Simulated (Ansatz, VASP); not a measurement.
# GaAs in two plane-wave programs, part 2 of 2

One calculation is typed for both programs; each brings its own data sets. How far apart do they land? The cell is taken from a series of runs on this material, whose earlier steps may have relaxed, scaled, displaced or heated it; both programs get it as it stands.

VASP 6.6.1 and Ansatz 0.2.0.

So far: Set-up; VASP: G0W0 gap, PBE.

**3. Ansatz: G0W0 gap, PBE**

Level of this step: Ansatz beside VASP: Kohn-Sham DFT, plane waves, PBE (Ansatz).

Ansatz runs on its PAW soft_1 files.

The same cell, functional and mesh now go to Ansatz, which takes its cutoff from its data sets.

File input.yaml:

```yaml
crystal:
  lattice:
    - [0.0, 2.8722361193, 2.8722361193]
    - [2.8722361193, 0.0, 2.8722361193]
    - [2.8722361193, 2.8722361193, 0.0]
  atoms:
    - { symbol: Ga, position: [0.0, 0.0, 0.0] }
    - { symbol: As, position: [0.25, 0.25, 0.25] }
kpoints:
  mp_grid: { grid: [6, 6, 6] }
hamiltonian:
  xc: pbe
  pseudopotentials: { kind: paw, azcp: { folder: "./paw" } }
scf:
  occupations: { method: fixed }
gw:
  n_empty_bands: 141
  ecut_chi: 120
  qp_bands: [v2, c2]
  qp_kpoints: band_edges
  screening: { model: contour_deformation }
```

On the command line:

```
$ ansatz run input.yaml --threads 3 --pin off --max-ram 92160MiB --backend cuda --events-out ev --progress --plain --runs-dir out --devices 1 --max-vram 13GiB
```

Numbers of over 12 decimals in the logs are rounded to 6 here.

Log:

```text
GPUs: using 1 of 1 available (devices: 1).
Engine: ansatz 0.2.0, x86_64-unknown-linux-gnu
Pseudopotentials: kind: paw
Pseudopotential: Ga, paw, valence charge 13, recommended cutoff 420 eV (normal), <dir>
Pseudopotential: As, paw, valence charge 15, recommended cutoff 420 eV (normal), <dir>
Functional definition: PBE
  parameter kappa = 0.804
  parameter beta = 0.066725
  exchange = pbe_x(kappa = kappa, mu = beta*pi^2/3)
  correlation = pbe_c(beta = beta)
device memory: the entry about to start is reckoned to put 0.5 GiB on a device that reports 63.2 GiB free (of which the cap on the GPU budget leaves the run 13.0 GiB)
GPU FFT provider: cuFFT
GPU libraries: cuBLAS 13.8.2, cuFFT 12.4.0, cuSOLVER 12.3.4
Crystal: 2 atoms, lattice volume = 47.390 Å³
Basis set: ecut = 420 eV, 941 PW (Γ)
Bands: 18, of which v1, the nominal top of the filled ones, is band 14 counted from 1 (13 counted from 0)
Symmetry: 24 space group operations
Space group: F-43m (ITA 216), of the structure as read, at distance tolerance 3.6e-5 Å
k-points: 16 of 216 (time reversal used)
Non-local potential: Ga, projectors of the file, l = 0: 2, l = 1: 2, l = 2: 3, l = 3: 1
Non-local potential: As, projectors of the file, l = 0: 2, l = 1: 2, l = 2: 3, l = 3: 1
PAW form: soft (Blöchl's): semilocal exchange-correlation on the pseudo side does not see the compensation charge
PAW one-centre angular grid: Ga, 590 points (default); XC on 64 Gauss nodes
PAW one-centre angular grid: As, 590 points (default); XC on 64 Gauss nodes
Initial density: superposition of atomic densities (chi_scale 0.1, normalization cell, long waves kept (reshape's long-wave potential 0.00 eV rms))
Initial wavefunctions: pseudopotential atomic-orbital guess
GPU buffer pool allocated for 27000 grid points (all kernels)
GPU transforms: local potential and band sums: pruned to the plane-wave sphere, on 25×27×27
Functional: x = pbe(κ = 0.804, μ = 0.219515), c = pbe(β = 0.066725)
SCF iter   1: F=—  HF=-8639.930817 eV  |F-HF|=—  |Δ(HF+E_count)|=         —  Δρ=4.27e-2  dr2=4.76e-1  ethr=3.10e-3  ⟨swp⟩=4.4  Hψ=1227  notcnv=0  defer=17
preconditioner: auto → none  [insulator: Δε(μ)=0.167 eV  Ē_g=15.509 eV  n_scr=14 (ndim 8)  ℏωp=22.9 eV  f_vac=0.005  ε∞_Penn≈3.2]
SCF iter   2: F=—  HF=-8639.861403 eV  |F-HF|=—  |Δ(HF+E_count)|=   6.94e-2  Δρ=1.81e-2  dr2=8.72e-2  ethr=1.70e-3  ⟨swp⟩=2.0  Hψ=454  notcnv=0  defer=26
SCF iter   3: F=—  HF=-8639.856492 eV  |F-HF|=—  |Δ(HF+E_count)|=   4.91e-3  Δρ=6.08e-3  dr2=1.10e-2  ethr=3.12e-4  ⟨swp⟩=2.0  Hψ=470  notcnv=0  defer=26
SCF iter   4: F=—  HF=-8639.847785 eV  |F-HF|=—  |Δ(HF+E_count)|=   8.71e-3  Δρ=8.99e-4  dr2=1.28e-4  ethr=3.91e-5  ⟨swp⟩=2.3  Hψ=477  notcnv=0  defer=29
SCF iter   5: F=—  HF=-8639.847884 eV  |F-HF|=—  |Δ(HF+E_count)|=   9.89e-5  Δρ=2.42e-4  dr2=1.95e-5  ethr=4.57e-7  ⟨swp⟩=2.0  Hψ=542  notcnv=0  defer=27
SCF iter   6: F=—  HF=-8639.847887 eV  |F-HF|=—  |Δ(HF+E_count)|=   3.54e-6  Δρ=7.30e-5  dr2=1.41e-6  ethr=6.98e-8  ⟨swp⟩=2.0  Hψ=512  notcnv=0  defer=20
SCF iter   7: F=-8639.847887 eV  HF=-8639.847887 eV  |F-HF|=2.97e-8  |Δ(HF+E_count)|=   6.30e-9  Δρ=9.30e-6  dr2=3.68e-8  ethr=3.57e-10  ⟨swp⟩=3.9  Hψ=1296  notcnv=0
SCF 1 converged in 7 iterations: F = -8639.847887 eV  dr2 = 3.68e-8
  greatest PAW one-centre occupation: 0.999 electrons in one spin orbital (limit 2), on the As atom at site 1 (counted from 0), in its partial waves of l = 2
device memory: the entry about to start is reckoned to put 0.6 GiB on a device that reports 61.4 GiB free (of which the cap on the GPU budget leaves the run 13.0 GiB)
NSCF: frozen V_eff on 16 k-points, pencils in batches of 32, up to order 72
the band table was solved once the SCF had ended and its energy, with any forces and stress, was formed, with the checks that follow a solve (1646 applications of the Hamiltonian). They found nothing against the state; the energy, forces and stress were not computed again (output.eigenvalues in the input reference)
device memory: the entry about to start is reckoned to put 2.6 GiB on a device that reports 61.1 GiB free (of which the cap on the GPU budget leaves the run 13.0 GiB)
NSCF: frozen V_eff on 16 k-points
G₀W₀ screening: q 1/16
[... further progress lines ...]
device memory: the entry about to start is reckoned to put 0.3 GiB on a device that reports 66.2 GiB free (of which the cap on the GPU budget leaves the run 13.0 GiB)
NSCF: frozen V_eff on 1 k-points
device memory: the entry about to start is reckoned to put 0.3 GiB on a device that reports 66.8 GiB free (of which the cap on the GPU budget leaves the run 13.0 GiB)
NSCF: frozen V_eff on 1 k-points
SCF converged after 7 iterations
Free energy (F): -8639.847887 eV
Harris-Foulkes:  -8639.847887 eV  (|F-HF|=2.97e-8)
Internal energy: -8639.847887 eV  (E = F + TS)
E sigma→0 (E₀):  -8639.847887 eV
Fermi energy:    7.312085 eV
--- Per-component energies (eV) ---
  E_band       = -333.984247
  E_kinetic    = 208.708699
  E_local      = -3727.858069  (includes V_loc(G=0)·N_el)
  E_nonlocal   = -486.338409
  E_hartree    = 2159.964972
  E_xc         = -133.329893
  E_vxc        = -129.194070  (∫ρ·V_xc dr)
  E_paw        = -4004.911569  (= ΣΔE_a)
  E_vpaw       = -519.224652  (= ΣTr[D̂ρ^β])
  E_aug_tail   = -0.000231  (compensation charges beyond the density's cutoff)
  E_ewald      = -2656.083388
  E_smearing   = -0.000000  (= −TS)
  E_closure    = -0.000000  (closes the sum)
  Σ components = -8639.847887   (vs F -8639.847887, Δ=0.00e0)
--- Band table (eV; the first three rows and the last of 16) ---
  k-point 0: bands = [... 10 lower, -5.0823, 7.3121, 7.3121, 7.3121, 7.4753, 11.0311, 11.0311, 11.0311]
  k-point 1: bands = [... 10 lower, -4.7841, 4.6102, 6.9586, 6.9586, 8.7497, 11.5478, 11.5478, 11.8506]
  k-point 2: bands = [... 10 lower, -4.0194, 2.0981, 6.4446, 6.4446, 8.3910, 11.9727, 11.9727, 14.3215]
  k-point 15: bands = [... 10 lower, -2.7498, 0.8365, 4.1762, 4.3196, 10.5877, 10.6765, 14.2348, 14.5557]
--- G₀W₀: contour deformation, 9 samples at zero and on the imaginary axis and 2 off it, 216 q-points, 141 empty bands' worth ---
  eigenvalues of the whole cell's RPA ε∞ on this k-mesh (on a slab, of 1 + 4πα/V) = 984.0803, 984.0803, 984.0803; static W/v taken at q = 0 is 0.001016
  bands read: the sum over 155 bands ends inside a degenerate multiplet in 3 slots, whose members it reads at an even weight; the widest, k=0: bands 155 to 156 (counted from 1) at 1/2 each
  gw.qp_kpoints: band_edges: 9 of 16 stored k-points solved, in 1 pass; an edge of the gap read off the rows below is read off those points alone
    valence top: of the k-points left out ik 7 came nearest to being solved in a further pass, in band 14 (counted from 1, as in the quasiparticle table): it holds the edge there only if its correction is more favourable than any solved in that band by at least 1.125 eV; those differ by 0.085 eV
    conduction bottom: of the k-points left out ik 10 came nearest to being solved in a further pass, in band 15 (counted from 1, as in the quasiparticle table): it holds the edge there only if its correction is more favourable than any solved in that band by at least 1.296 eV; those differ by 0.430 eV
    ik  band        ε_KS         Σx   Σc(E_QP)       V_xc       Z   E_QP_lin       E_QP  E_QP is
     0    13      7.3121   -16.5361     1.0528   -15.0360  0.7481     6.8555     6.8647  root
     0    14      7.3121   -16.5361     1.0528   -15.0360  0.7481     6.8555     6.8647  root
     0    15      7.4753   -12.1531    -3.4957   -15.9114  0.7614     7.7404     7.7380  root
     0    16     11.0311    -7.6324    -4.3076   -11.9707  0.7434    11.0618    11.0618  root
     1    13      6.9586   -16.2278     1.1481   -14.6198  0.7458     6.4886     6.4987  root
     1    14      6.9586   -16.2278     1.1481   -14.6198  0.7458     6.4886     6.4987  root
     1    15      8.7497   -10.5168    -3.6363   -14.2823  0.7566     8.8794     8.8789  root
     1    16     11.5478    -7.7829    -4.4654   -12.2864  0.7374    11.5860    11.5859  root
     2    13      6.4446   -16.0359     1.3633   -14.1893  0.7414     5.9493     5.9612  root
     2    14      6.4446   -16.0359     1.3633   -14.1893  0.7414     5.9493     5.9612  root
     2    15      8.3910    -9.6905    -3.6625   -13.4505  0.7608     8.4888     8.4885  root
     2    16     11.9727    -7.3913    -4.5829   -11.9863  0.7335    11.9848    11.9848  root
     3    13      6.2408   -15.9997     1.4554   -14.0517  0.7396     5.7353     5.7482  root
     3    14      6.2408   -15.9997     1.4554   -14.0517  0.7396     5.7353     5.7482  root
     3    15      8.1829    -9.7066    -3.6087   -13.4005  0.7620     8.2684     8.2681  root
     3    16     11.9332    -7.1351    -4.5350   -11.6586  0.7359    11.9217    11.9217  root
     4    13      6.3716   -15.7817     1.3326   -13.9673  0.7406     5.8778     5.8897  root
     4    14      6.3716   -15.7817     1.3326   -13.9673  0.7406     5.8778     5.8897  root
     4    15      9.7265    -9.8898    -3.9112   -13.9042  0.7485     9.8299     9.8296  root
     4    16     10.2845    -8.5308    -3.9952   -12.5298  0.7541    10.2884    10.2884  root
     6    13      4.8148   -15.2949     1.8415   -12.9622  0.7201     4.3094     4.3236  root
     6    14      5.7767   -15.7223     1.6215   -13.5920  0.7341     5.2536     5.2681  root
     6    15      9.5372    -9.2209    -3.8888   -13.1605  0.7540     9.5881     9.5880  root
     6    16     11.7112    -7.3827    -4.5273   -11.9001  0.7361    11.7013    11.7013  root
[...]
9    13      5.2267   -15.4995     1.8554   -13.1209  0.7257     4.6870     4.7036  root
     9    14      5.2267   -15.4995     1.8554   -13.1209  0.7257     4.6870     4.7036  root
     9    15      8.9390    -7.4979    -3.7067   -11.1164  0.7638     8.8510     8.8508  root
     9    16      9.9351    -7.6543    -4.0554   -11.6706  0.7554     9.8960     9.8959  root
    12    13      4.7984   -15.4261     2.0514   -12.8421  0.7185     4.2482     4.2658  root
    12    14      4.7984   -15.4261     2.0514   -12.8421  0.7185     4.2482     4.2658  root
    12    15      8.8649    -6.6545    -3.7256   -10.2124  0.7683     8.6982     8.6973  root
    12    16      8.9920    -8.0877    -3.7442   -11.7820  0.7611     8.9422     8.9420  root
```

**4. Differences**

Known differences besides the potentials themselves: fixed occupations in Ansatz, narrow Gaussian smearing in VASP; the data sets hold 28 valence electrons in Ansatz (on its PAW soft_1 files) and 18 in VASP; the cutoff is 420 eV in Ansatz and 430 eV in VASP; VASP leaves aspherical gradient terms in its spheres out (LASPH is not set), Ansatz keeps them; Ansatz integrates over frequency by contour deformation, VASP on a grid of NOMEGA points; Ansatz's G0W0 levels solve the quasiparticle equation, VASP's are linearised. Total energies have different zeros and are not compared.

Compared:

```csv
quantity,Ansatz,VASP,difference
G0W0 gap on the mesh (eV),0.87,0.96,-0.08
Kohn-Sham gap under it (eV),0.16,0.15,+0.01
```

VASP's log warns that its frequency grid doesn't suit quasiparticle energies on this mesh.

**5. Results**

```
difference in G0W0 gap on the mesh (G0W0 gap, PBE) : -0.083 eV
```

The difference in G0W0 gap on the mesh is -0.083 eV (G0W0 gap, PBE). The data sets hold unlike numbers of valence electrons (28 in Ansatz and 18 in VASP), so part of the differences comes from the potentials. Such differences can come from data sets, numerical settings and the points named under the comparisons, not from the functional's error against experiment.

[Lines on the potential files, build, host, timing and source positions are cut from VASP's logs without a mark.]

[Logs are printed without paths, hosts, clocks, repeated set-up lines and the standing remarks that a program may print on its own settings, such as how far it seeks lower states.]

[Hosts, paths, dates, database ids (printed as entryN), source tags and the programs' standing remarks are cut or masked in the printed files.]
